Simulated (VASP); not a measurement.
Calculation: PBE GGA, VASP's PBE PAW potentials (set 64) (plane waves; VASP).

VASP input:

File KPOINTS:
```
Automatic
0
Gamma
  8 8 8
```

INCAR:
```
NSW = 40   # most ionic steps
SIGMA = 0.1
ALGO = Normal   # blocked Davidson
NELM = 100   # most electronic steps
GGA = PE   # PBE
SYSTEM = Al3Sc
EDIFFG = -0.02
EDIFF = 1E-6
PREC = Accurate
ISMEAR = 1
PSTRESS = 450   # kbar
ENCUT = 500
LREAL = F   # projection in real space or not
LCHARG = F
LASPH = T   # aspherical one-centre terms
ISIF = 3   # ions, shape and volume
IBRION = 2
LWAVE = F
LMAXMIX = 4
```

File POSCAR:
```
Al3Sc
1
    3.8158328005     0.0000000000     0.0000000000
    0.0000000000     3.8158328005     0.0000000000
    0.0000000000     0.0000000000     3.8158328005
Sc Al
1 3
Direct
  0.0000000000   0.0000000000   0.0000000000
  0.0000000000   0.5000000000   0.5000000000
  0.5000000000   0.0000000000   0.5000000000
  0.5000000000   0.5000000000   0.0000000000
```

POTCAR, in this order: Sc_sv Al (PBE.64 set). Program: vasp_std.

The resulting files:

**OSZICAR**
```
       N       E                     dE             d eps       ncg     rms          rms(c)
DAV:   1     0.119895288449E+03    0.11990E+03   -0.84062E+03   988   0.129E+03
DAV:   2    -0.102684457682E+02   -0.13016E+03   -0.12778E+03   980   0.373E+02
DAV:   3    -0.189148842507E+02   -0.86464E+01   -0.84001E+01  1556   0.778E+01
DAV:   4    -0.190441604753E+02   -0.12928E+00   -0.12874E+00  1350   0.100E+01
DAV:   5    -0.190465637617E+02   -0.24033E-02   -0.24028E-02  1404   0.137E+00    0.131E+01
DAV:   6    -0.183146172714E+02    0.73195E+00   -0.34277E+00  1582   0.244E+01    0.537E+00
DAV:   7    -0.182565084242E+02    0.58109E-01   -0.60922E-02  1038   0.203E+00    0.265E+00
DAV:   8    -0.182376653198E+02    0.18843E-01   -0.25228E-02  1540   0.143E+00    0.231E-01
DAV:   9    -0.182373218851E+02    0.34343E-03   -0.23825E-03  1174   0.434E-01    0.126E-01
DAV:  10    -0.182372859180E+02    0.35967E-04   -0.29841E-04  1382   0.138E-01    0.957E-02
DAV:  11    -0.182372751678E+02    0.10750E-04   -0.31296E-05  1226   0.415E-02    0.225E-02
DAV:  12    -0.182372763175E+02   -0.11498E-05   -0.32477E-06  1134   0.157E-02    0.149E-02
DAV:  13    -0.182372762106E+02    0.10691E-06   -0.22373E-07   642   0.496E-03
   1 F= -.26320545E+01 E0= -.26317996E+01  d E =-.263205E+01
       N       E                     dE             d eps       ncg     rms          rms(c)
DAV:   1    -0.190177156784E+02   -0.78044E+00   -0.11994E+02  1046   0.194E+02    0.211E+01
DAV:   2    -0.152998733019E+02    0.37178E+01   -0.11763E+01  1340   0.611E+01    0.478E+00
DAV:   3    -0.150290354726E+02    0.27084E+00   -0.80590E-01  1444   0.139E+01    0.189E+00
DAV:   4    -0.149811312237E+02    0.47904E-01   -0.36611E-01  1482   0.507E+00    0.710E-01
DAV:   5    -0.149677004106E+02    0.13431E-01   -0.68587E-02  1546   0.343E+00    0.747E-01
DAV:   6    -0.149675143711E+02    0.18604E-03   -0.37398E-03  1550   0.633E-01    0.668E-02
DAV:   7    -0.149674362945E+02    0.78077E-04   -0.32060E-04  1400   0.127E-01    0.603E-02
DAV:   8    -0.149674344440E+02    0.18505E-05   -0.14546E-05  1592   0.431E-02    0.103E-02
DAV:   9    -0.149674320750E+02    0.23689E-05   -0.11841E-05  1510   0.420E-02    0.325E-03
DAV:  10    -0.149674319111E+02    0.16398E-06   -0.15571E-07   538   0.373E-03
   2 F= -.21559010E+01 E0= -.21559478E+01  d E =0.476154E+00
       N       E                     dE             d eps       ncg     rms          rms(c)
DAV:   1    -0.195025159622E+02   -0.45351E+01   -0.59062E+01  1148   0.130E+02    0.152E+01
DAV:   2    -0.176636316957E+02    0.18389E+01   -0.20407E+01  1492   0.692E+01    0.222E+00
DAV:   3    -0.174527655480E+02    0.21087E+00   -0.77548E-01  1398   0.915E+00    0.130E+00
DAV:   4    -0.174132407689E+02    0.39525E-01   -0.21350E-01  1450   0.325E+00    0.489E-01
DAV:   5    -0.174117726064E+02    0.14682E-02   -0.84120E-02  1584   0.380E+00    0.497E-01
DAV:   6    -0.174086291333E+02    0.31435E-02   -0.22892E-02  1532   0.184E+00    0.524E-02
DAV:   7    -0.174086331424E+02   -0.40091E-05   -0.17343E-04  1054   0.112E-01    0.436E-02
DAV:   8    -0.174086189765E+02    0.14166E-04   -0.31051E-04  1554   0.214E-01    0.254E-02
DAV:   9    -0.174086129744E+02    0.60021E-05   -0.36075E-05  1558   0.684E-02    0.572E-03
DAV:  10    -0.174086130986E+02   -0.12418E-06   -0.21874E-07   544   0.431E-03
   3 F= -.28192276E+01 E0= -.28191293E+01  d E =-.187173E+00
       N       E                     dE             d eps       ncg     rms          rms(c)
DAV:   1    -0.173723097767E+02    0.36303E-01   -0.21722E-02  1112   0.251E+00    0.274E-01
DAV:   2    -0.173716132813E+02    0.69650E-03   -0.38002E-03  1386   0.962E-01    0.443E-02
DAV:   3    -0.173715767979E+02    0.36483E-04   -0.73078E-05  1032   0.711E-02    0.247E-02
DAV:   4    -0.173715656038E+02    0.11194E-04   -0.38005E-05  1288   0.610E-02    0.124E-02
DAV:   5    -0.173715663318E+02   -0.72800E-06   -0.39737E-06  1138   0.230E-02
   4 F= -.28195301E+01 E0= -.28194384E+01  d E =-.187476E+00
```

### OUTCAR
```
------------------------ aborting loop because EDIFF is reached ----------------------------------------
  FORCE on cell =-STRESS in cart. coord.  units (eV):
  Direction    XX          YY          ZZ          XY          YZ          ZX
  --------------------------------------------------------------------------------------
  Total       14.5394892     14.5394892     14.5394892      0.0000000     -0.0000000     -0.0000000
  in kB      449.6119994    449.6119994    449.6119994      0.0000000     -0.0000000     -0.0000000
  external PRESSURE =      -0.3880006 kB  Pullay stress =     450.0000000 kB
  volume of cell :       51.81
      direct lattice vectors                 reciprocal lattice vectors
     3.727983194  0.000000000 -0.000000000     0.268241553  0.000000000  0.000000000
    -0.000000000  3.727983194  0.000000000     0.000000000  0.268241553  0.000000000
    -0.000000000 -0.000000000  3.727983194     0.000000000 -0.000000000  0.268241553
 POSITION                                       TOTAL-FORCE (eV/Angst)
 -----------------------------------------------------------------------------------
      0.00000      0.00000      0.00000         0.000000      0.000000      0.000000
     -0.00000      1.86399      1.86399         0.000000     -0.000000      0.000000
      1.86399     -0.00000      1.86399        -0.000000     -0.000000      0.000000
      1.86399      1.86399      0.00000        -0.000000     -0.000000      0.000000
 -----------------------------------------------------------------------------------
    total drift:                               -0.000000     -0.000000     -0.000000
  FREE ENERGIE OF THE ION-ELECTRON SYSTEM (eV)
  ---------------------------------------------------
  free  energy   TOTEN  =       -17.3715663318 eV

  energy  without entropy=      -17.3712913002  energy(sigma->0) =      -17.37147465
  enthalpy is  TOTEN    =        -2.8195300522 eV   P V=       14.5520362796

 reached required accuracy - stopping structural energy minimisation
```
(Selected blocks of OUTCAR.)

### CONTCAR
```
Al3Sc
   1.00000000000000
     3.7279831935503438    0.0000000000000000   -0.0000000000000000
    -0.0000000000000000    3.7279831935503438    0.0000000000000000
    -0.0000000000000000   -0.0000000000000000    3.7279831935503438
  Sc              Al
     1     3
Direct
     0.0000000000000000    0.0000000000000000    0.0000000000000000
     0.0000000000000000    0.5000000000000000    0.5000000000000000
     0.5000000000000000    0.0000000000000000    0.5000000000000000
     0.5000000000000000    0.5000000000000000    0.0000000000000000
```

**OUTCAR**
```
 val. band max:        9.9233120427   @ k =   0.5000   0.2500   0.0000

 cond. band min:      10.0240596519   @ k =   0.5000   0.2500   0.2500


 Fermi energy:         9.9621004224

 k-point     1 :       0.0000    0.0000    0.0000
  band No.  band energies     occupation
      1     -38.0083      2.00000
      2     -16.8418      2.00000
      3     -16.8418      2.00000
      4     -16.8418      2.00000
      5      -1.4849      2.00000
      6       6.9457      2.00000
      7       6.9457      2.00000
      8       8.1886      2.00000
      9       8.1886      2.00000
     10       8.1886      2.00000
     11      11.2007     -0.00000
     12      11.4092     -0.00000
     13      11.4092     -0.00000
     14      11.4092     -0.00000

 k-point     2 :       0.1250    0.0000    0.0000
  band No.  band energies     occupation
      1     -38.0074      2.00000
      2     -16.8589      2.00000
      3     -16.8405      2.00000
      4     -16.8405      2.00000
      5      -1.3034      2.00000
      6       5.9555      2.00000
      7       7.0555      2.00000
      8       8.1454      2.00000
      9       8.1454      2.00000
     10       8.6771      2.00000
     11      11.3866     -0.00000
     12      11.3866     -0.00000
     13      11.4790     -0.00000
     14      11.9576     -0.00000

 k-point     3 :       0.2500    0.0000    0.0000
  band No.  band energies     occupation
      1     -38.0052      2.00000
      2     -16.8997      2.00000
      3     -16.8376      2.00000
      4     -16.8376      2.00000
      5      -0.7725      2.00000
      6       4.3501      2.00000
      7       7.3527      2.00000
      8       8.0331      2.00000
      9       8.0331      2.00000
     10       9.5084      2.00000
     11      11.3978     -0.00000
     12      11.3978     -0.00000
     13      11.6598     -0.00000
     14      13.2197      0.00000

 k-point     4 :       0.3750    0.0000    0.0000
  band No.  band energies     occupation
...
```

Energy and stress use the plane-wave basis of the starting cell.

The compound is Al3Sc in the L1_2 structure. This run relaxes it under an external pressure of 45 GPa. Symmetry was kept, so distortions that lower it aren't found.
